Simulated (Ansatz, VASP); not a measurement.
# In11Ga5O24 (partly crystallised 69In2O3-31Ga2O3 (mol %)) in two plane-wave programs, part 2 of 3

Aim: how closely do two programs agree when they are given the same cell, functional and k mesh? The structure shown is the start of the Ansatz relaxation below; VASP solves that cell, so the two are compared at the walk's first step.

VASP 6.6.1 and Ansatz 0.2.0.

So far. Step 3 (VASP: single point, PBE, start cell, pair 1): The run ends at a pressure of -3.78 GPa, with forces up to 0.20 eV/Å.

### Step 5. Ansatz: relaxation, PBE

Level of this step: Ansatz beside VASP: Kohn-Sham DFT, plane waves, PBE (Ansatz).

The two programs are compared at the cell with which this relaxation starts, whose forces are those of its first step. The cell compared in this pair holds 1113.78 Å³, against 1082.26 Å³ for the pair before.

The structure compared here is the start of the Ansatz relaxation; VASP solves that cell, so the two are compared at the walk's first step.

input.yaml

```yaml
crystal:
  lattice:
    - [10.41397, -0.02081, 0.01616]
    - [-0.02081, 9.9462, -0.00229]
    - [0.01616, -0.00229, 10.75297]
  atoms:
    - { symbol: In, position: [0.77554, 0.65522, 0.02313] }
    - { symbol: In, position: [0.49644, 0.95401, 0.70884] }
    - { symbol: In, position: [0.78489, 0.46223, 0.26488] }
    - { symbol: In, position: [0.12147, 0.61504, 0.17678] }
    - { symbol: In, position: [0.76896, 0.11948, 0.22627] }
    - { symbol: In, position: [0.28162, 0.11441, 0.93701] }
    - { symbol: In, position: [0.77749, 0.45692, 0.74562] }
    - { symbol: In, position: [0.78542, 0.12226, 0.77289] }
    - { symbol: In, position: [0.66037, 0.80675, 0.42589] }
    - { symbol: In, position: [0.29499, 0.7886, 0.47131] }
    - { symbol: In, position: [0.02501, 0.29287, 0.04232] }
    - { symbol: In, position: [0.49538, 0.64287, 0.19114] }
    - { symbol: In, position: [0.29288, 0.96115, 0.20554] }
    - { symbol: In, position: [0.78097, 0.79619, 0.75681] }
    - { symbol: In, position: [0.50088, 0.29651, 0.71515] }
    - { symbol: In, position: [0.06458, 0.28337, 0.7482] }
    - { symbol: In, position: [0.2485, 0.13006, 0.48357] }
    - { symbol: In, position: [0.25278, 0.46281, 0.49321] }
    - { symbol: In, position: [0.97296, 0.94679, 0.35605] }
    - { symbol: In, position: [0.54366, 0.14366, 0.4414] }
    - { symbol: In, position: [0.01358, 0.94213, 0.01008] }
    - { symbol: In, position: [0.99106, 0.64039, 0.50645] }
    - { symbol: Ga, position: [0.94538, 0.29004, 0.47688] }
    - { symbol: Ga, position: [0.04689, 0.58288, 0.79346] }
    - { symbol: Ga, position: [0.31058, 0.46772, 0.94257] }
    - { symbol: Ga, position: [0.60236, 0.31294, 0.02387] }
    - { symbol: Ga, position: [0.28979, 0.77504, 0.939] }
    - { symbol: Ga, position: [0.54088, 0.46645, 0.44578] }
    - { symbol: Ga, position: [0.5827, 0.95006, 0.01847] }
    - { symbol: Ga, position: [0.08254, 0.93708, 0.70426] }
    - { symbol: Ga, position: [0.50026, 0.62448, 0.71346] }
    - { symbol: Ga, position: [0.33289, 0.32519, 0.20913] }
    - { symbol: O, position: [0.41025, 0.77488, 0.79457] }
    - { symbol: O, position: [0.1296, 0.7899, 0.60203] }
    - { symbol: O, position: [0.40085, 0.29618, 0.53236] }
    - { symbol: O, position: [0.16466, 0.81035, 0.10599] }
    - { symbol: O, position: [0.66005, 0.95704, 0.85494] }
    - { symbol: O, position: [0.60875, 0.47233, 0.61933] }
    - { symbol: O, position: [0.39616, 0.94071, 0.0232] }
    - { symbol: O, position: [0.63184, 0.60957, 0.34916] }
    - { symbol: O, position: [0.15654, 0.62853, 0.38144] }
    - { symbol: O, position: [0.12708, 0.29673, 0.44152] }
    - { symbol: O, position: [0.62389, 0.12842, 0.08247] }
    - { symbol: O, position: [0.4186, 0.472, 0.79996] }
    - { symbol: O, position: [0.35788, 0.62119, 0.04941] }
    - { symbol: O, position: [0.11833, 0.47618, 0.6525] }
    - { symbol: O, position: [0.19415, 0.31348, 0.90147] }
    - { symbol: O, position: [0.14212, 0.11033, 0.6551] }
    - { symbol: O, position: [0.3977, 0.98017, 0.52911] }
    - { symbol: O, position: [0.89352, 0.46422, 0.43311] }
    - { symbol: O, position: [0.41345, 0.12576, 0.79774] }
    - { symbol: O, position: [0.66895, 0.29891, 0.85542] }
    - { symbol: O, position: [0.64014, 0.32082, 0.36604] }
    - { symbol: O, position: [0.88036, 0.28361, 0.65019] }
    - { symbol: O, position: [0.64162, 0.99446, 0.33943] }
    - { symbol: O, position: [0.36108, 0.15721, 0.29398] }
    - { symbol: O, position: [0.91065, 0.77644, 0.91999] }
    - { symbol: O, position: [0.17285, 0.40742, 0.15032] }
    - { symbol: O, position: [0.89986, 0.95776, 0.69131] }
    - { symbol: O, position: [0.91471, 0.59649, 0.16196] }
    - { symbol: O, position: [0.61612, 0.78765, 0.62158] }
    - { symbol: O, position: [0.95616, 0.13988, 0.90107] }
    - { symbol: O, position: [0.39604, 0.46693, 0.31492] }
    - { symbol: O, position: [0.62187, 0.12762, 0.6327] }
    - { symbol: O, position: [0.67497, 0.62323, 0.83734] }
    - { symbol: O, position: [0.866, 0.78903, 0.43085] }
    - { symbol: O, position: [0.88696, 0.13444, 0.39851] }
    - { symbol: O, position: [0.15531, 0.10286, 0.0936] }
    - { symbol: O, position: [0.1722, 0.95619, 0.37589] }
    - { symbol: O, position: [0.64677, 0.48402, 0.10229] }
    - { symbol: O, position: [0.40234, 0.61037, 0.54474] }
    - { symbol: O, position: [0.89697, 0.96031, 0.17291] }
    - { symbol: O, position: [0.41472, 0.32072, 0.04436] }
    - { symbol: O, position: [0.40669, 0.80435, 0.30003] }
    - { symbol: O, position: [0.63225, 0.78962, 0.10079] }
    - { symbol: O, position: [0.17045, 0.92431, 0.86444] }
    - { symbol: O, position: [0.17937, 0.61654, 0.90157] }
    - { symbol: O, position: [0.9487, 0.4398, 0.8751] }
    - { symbol: O, position: [0.90322, 0.63078, 0.687] }
    - { symbol: O, position: [0.85548, 0.29606, 0.15191] }
kpoints:
  mp_grid: { grid: [1, 1, 1] }
hamiltonian:
  xc: pbe
scf:
  occupations: { method: gaussian, width: 0.025 }
output:
  forces: true
  eigenvalues: true
  stress: true
relax:
  f_tol: 0.05
  max_steps: 70
```

Command:

```
> ansatz run input.yaml --threads 4 --pin off --max-ram 8192MiB --backend cpu --events-out ev --progress --plain --runs-dir out
```

Numbers of over 12 decimals in the logs are rounded to 6 here.

Output:

```text
[...]
Crystal: 80 atoms, lattice volume = 1113.779 Å³
Basis set: ecut = 420 eV, 21749 PW (Γ), exchange–correlation on 144×144×144 points (8 copies of the dense FFT grid, shifted against one another)
Bands: 432, of which v1, the nominal top of the filled ones, is band 352 counted from 1 (351 counted from 0)
Symmetry: 1 space group operations
[...]
k-points: 1
[...]
- { symbol: O, position: [0.126511, 0.795164, 0.594605] }
    - { symbol: O, position: [0.398273, 0.290290, 0.535349] }
    - { symbol: O, position: [0.163802, 0.802798, 0.103058] }
    - { symbol: O, position: [0.656607, 0.958687, 0.853230] }
    - { symbol: O, position: [0.603392, 0.480033, 0.623316] }
    - { symbol: O, position: [0.394141, 0.941543, 0.020378] }
    - { symbol: O, position: [0.625787, 0.621616, 0.349431] }
[...]
- { symbol: O, position: [0.183947, 0.610825, 0.895262] }
    - { symbol: O, position: [0.955945, 0.433642, 0.869504] }
    - { symbol: O, position: [0.911360, 0.630767, 0.690885] }
    - { symbol: O, position: [0.863282, 0.292205, 0.156062] }
```

### Step 6. VASP: single point, PBE, start cell, pair 2

The same cell, functional, mesh and smearing now go to VASP, with its own data sets.

INCAR

```
SYSTEM = In11Ga5O24
PREC = Accurate
ENCUT = 520
EDIFF = 1E-06
NELM = 120
ISMEAR = 0
SIGMA = 0.025
LREAL = Auto
ALGO = Normal
GGA = PE
NBANDS = 408
LORBIT = 11
LWAVE = .FALSE.
LCHARG = .FALSE.
ISIF = 2
LASPH = .TRUE.
GGA_COMPAT = .FALSE.
EFERMI = MIDGAP
NCORE = 2
```

POSCAR

```
In11Ga5O24
1.0
   10.4139700000     -0.0208100000      0.0161600000
   -0.0208100000      9.9462000000     -0.0022900000
    0.0161600000     -0.0022900000     10.7529700000
In Ga O
22 10 48
Direct
    0.7755410770      0.6552243035      0.0231254918
    0.4964387271      0.9540079768      0.7088425085
    0.7848916907      0.4622308195      0.2648826007
    0.1214658972      0.6150421808      0.1767833034
    0.7689603482      0.1194848502      0.2262674611
    0.2816158251      0.1144061221      0.9370072713
    0.7774901688      0.4569169160      0.7456155926
    0.7854213403      0.1222592087      0.7728922860
    0.6603731467      0.8067520914      0.4258893898
    0.2949878437      0.7886044909      0.4713059648
    0.0250058985      0.2928673549      0.0423200819
    0.4953816177      0.6428733196      0.1911441037
    0.2928834969      0.9611475330      0.2055402396
    0.7809738875      0.7961920303      0.7568144189
    0.5008765705      0.2965113244      0.7151498466
    0.0645772912      0.2833702558      0.7482030870
    0.2485019694      0.1300575792      0.4835670554
    0.2527816746      0.4628088957      0.4932102368
    0.9729573694      0.9467899910      0.3560546675
    0.5436597637      0.1436553017      0.4413983698
    0.0135820196      0.9421292288      0.0100844688
    0.9910574302      0.6403936858      0.5064508702
    0.9453771493      0.2900369343      0.4768809817
    0.0468896377      0.5828751485      0.7934623688
    0.3105829240      0.4677184976      0.9425723363
    0.6023568901      0.3129426023      0.0238708516
    0.2897890398      0.7750377843      0.9389956306
    0.5408795116      0.4664471388      0.4457770784
    0.5826953896      0.9500581305      0.0184655287
    0.0825352723      0.9370845468      0.7042623716
    0.5002574382      0.6244841434      0.7134629696
    0.3328881946      0.3251901541      0.2091296834
    0.4102455798      0.7748845556      0.7945660517
    0.1295960090      0.7898972012      0.6020303779
    0.4008519790      0.2961795303      0.5323645917
    0.1646586780      0.8103465908      0.1059888393
    0.6600460884      0.9570382023      0.8549382424
    0.6087515903      0.4723297730      0.6193306788
    0.3961602831      0.9407107458      0.0231984538
    0.6318380837      0.6095743221      0.3491579928
    0.1565412364      0.6285346283      0.3814396988
    0.1270831458      0.2967319856      0.4415176321
    0.6238869176      0.1284180839      0.0824713605
    0.4186006957      0.4720036780      0.7999572491
    0.3578777743      0.6211880510      0.0494132519
    0.1183280637      0.4761774974      0.6524967767
    0.1941484083      0.3134769656      0.9014700519
    0.1421177091      0.1103293364      0.6550986408
    0.3977010634      0.9801721083      0.5291112823
    0.8935171958      0.4642160741      0.4331104631
    0.4134470842      0.1257596535      0.7977430128
    0.6689472598      0.2989060845      0.8554170901
    0.6401363879      0.3208219686      0.3660374834
    0.8803553987      0.2836067183      0.6501945896
    0.6416198191      0.9944631527      0.3394326167
    0.3610842904      0.1572145514      0.2939769105
    0.9106508550      0.7764430063      0.9199934471
    0.1728494730      0.4074160202      0.1503156556
    0.8998642659      0.9577636966      0.6913114677
    0.9147131812      0.5964897224      0.1619630852
    0.6161191440      0.7876520542      0.6215815015
    0.9561626929      0.1398786666      0.9010690752
    0.3960379764      0.4669283472      0.3149240900
    0.6218695838      0.1276155715      0.6327035998
    0.6749719796      0.6232293420      0.8373425805
    0.8659960704      0.7890257610      0.4308495581
    0.8869583615      0.1344403082      0.3985107948
    0.1553132790      0.1028580185      0.0936044351
    0.1722036789      0.9561887295      0.3758874860
    0.6467677041      0.4840233946      0.1022932871
    0.4023440320      0.6103657918      0.5447421371
    0.8969672343      0.9603126675      0.1729107517
    0.4147176582      0.3207186529      0.0443628698
    0.4066931396      0.8043524505      0.3000259283
    0.6322471798      0.7896169263      0.1007899314
    0.1704504141      0.9243054265      0.8644367259
    0.1793706742      0.6165366964      0.9015661012
    0.9486978270      0.4398007652      0.8750955491
    0.9032217959      0.6307805259      0.6869960972
    0.8554764555      0.2960578243      0.1519071915
```

KPOINTS

```
Automatic mesh
0
Gamma
1 1 1
0 0 0
```

The projector-augmented-wave data sets are In_d, Ga_d and O (PBE family, release 64).

Command:

```
> mpirun -np 8 vasp_gam
```

Output:

```text
[... set-up lines as in an earlier step ...]
 entering main loop
       N       E                     dE             d eps       ncg     rms          rms(c)
DAV:   1     0.180019422378E+05    0.18002E+05   -0.28423E+05   816   0.298E+03
DAV:   2     0.484423772866E+04   -0.13158E+05   -0.12541E+05   816   0.933E+02
DAV:   3     0.406263810962E+03   -0.44380E+04   -0.41955E+04   968   0.401E+02
DAV:   4    -0.453438056992E+03   -0.85970E+03   -0.82896E+03  1096   0.177E+02
[...]
DAV:  19    -0.446007424565E+03    0.16359E-05   -0.10043E-05   880   0.280E-02    0.607E-03
DAV:  20    -0.446007424952E+03   -0.38659E-06   -0.15323E-05   960   0.173E-02    0.324E-03
DAV:  21    -0.446007425438E+03   -0.48564E-06   -0.75834E-06   656   0.106E-02
   1 F= -.44600743E+03 E0= -.44600743E+03  d E =-.300304E-69
```

OUTCAR, selected parts (step 6):

```text
  FREE ENERGIE OF THE ION-ELECTRON SYSTEM (eV)
  ---------------------------------------------------
  free  energy   TOTEN  =      -446.0074254376 eV

  energy  without entropy=     -446.0074254376  energy(sigma->0) =     -446.00742544
```

The run ends at a pressure of -7.33 GPa, with forces up to 0.43 eV/Å.

### Step 7. Side by side

Forces on 7 of the 80 atoms, those with the largest forces and the largest differences (eV/Å; atoms numbered as in POSCAR):

```csv
atom,"Ansatz x, y, z","VASP x, y, z"
Ga24,"0.036, -0.404, 0.015","0.054, -0.352, 0.037"
O53,"-0.230, 0.152, 0.218","-0.192, 0.134, 0.186"
O59,"0.031, -0.126, 0.296","0.022, -0.115, 0.275"
O65,"0.353, 0.039, -0.198","0.325, 0.039, -0.180"
O68,"0.165, -0.140, -0.384","0.152, -0.132, -0.352"
O72,"0.123, 0.219, 0.193","0.119, 0.198, 0.162"
O78,"0.171, 0.154, -0.424","0.150, 0.119, -0.384"
```

The forces differ by 15 meV/Å r.m.s., which is 14.3 % of the r.m.s. force of 0.103 eV/Å (both taken over all components).

### Step 8. Ansatz: relaxation, PBE

The two programs are compared at the cell with which this relaxation starts, whose forces are those of its first step. The cell compared in this pair holds 987.69 Å³, against 1113.78 Å³ for the pair before.

The structure compared here is the start of the Ansatz relaxation; VASP solves that cell, so the two are compared at the walk's first step.

input.yaml, as its differences from that of step 5:

```diff
@@ -2,5 +2,5 @@
   lattice:
-    - [10.41397, -0.02081, 0.01616]
-    - [-0.02081, 9.9462, -0.00229]
-    - [0.01616, -0.00229, 10.75297]
+    - [10.00515, -0.01999, 0.01553]
+    - [-0.01999, 9.55574, -0.0022]
+    - [0.01553, -0.0022, 10.33084]
   atoms:
```

Command:

```
> ansatz run input.yaml --threads 4 --pin off --max-ram 8192MiB --backend cpu --events-out ev --progress --plain --runs-dir out
```

Output:

```text
[...]
Crystal: 80 atoms, lattice volume = 987.690 Å³
Basis set: ecut = 420 eV, 19241 PW (Γ), exchange–correlation on 144×128×144 points (8 copies of the dense FFT grid, shifted against one another)
Bands: 432, of which v1, the nominal top of the filled ones, is band 352 counted from 1 (351 counted from 0)
Symmetry: 1 space group operations
[...]
k-points: 1
[...]
- { symbol: O, position: [0.130217, 0.785231, 0.611938] }
    - { symbol: O, position: [0.402625, 0.297439, 0.530851] }
    - { symbol: O, position: [0.162631, 0.818212, 0.110782] }
    - { symbol: O, position: [0.665092, 0.953929, 0.858085] }
    - { symbol: O, position: [0.611259, 0.467828, 0.616841] }
    - { symbol: O, position: [0.399166, 0.937330, 0.026022] }
    - { symbol: O, position: [0.635707, 0.600812, 0.350798] }
[...]
- { symbol: O, position: [0.177543, 0.619300, 0.907615] }
    - { symbol: O, position: [0.943204, 0.448468, 0.881117] }
    - { symbol: O, position: [0.894387, 0.629012, 0.679588] }
    - { symbol: O, position: [0.842773, 0.300587, 0.139370] }
```

(Part 2 of 3 ends here.)

[Lines on the potential files, build, host, timing and source positions are cut from VASP's logs without a mark.]

[Logs are printed without paths, hosts, clocks, repeated set-up lines and the standing remarks that a program may print on its own settings, such as how far it seeks lower states.]

[Hosts, paths, dates, database ids (printed as entryN), source tags and the programs' standing remarks are cut or masked in the printed files.]
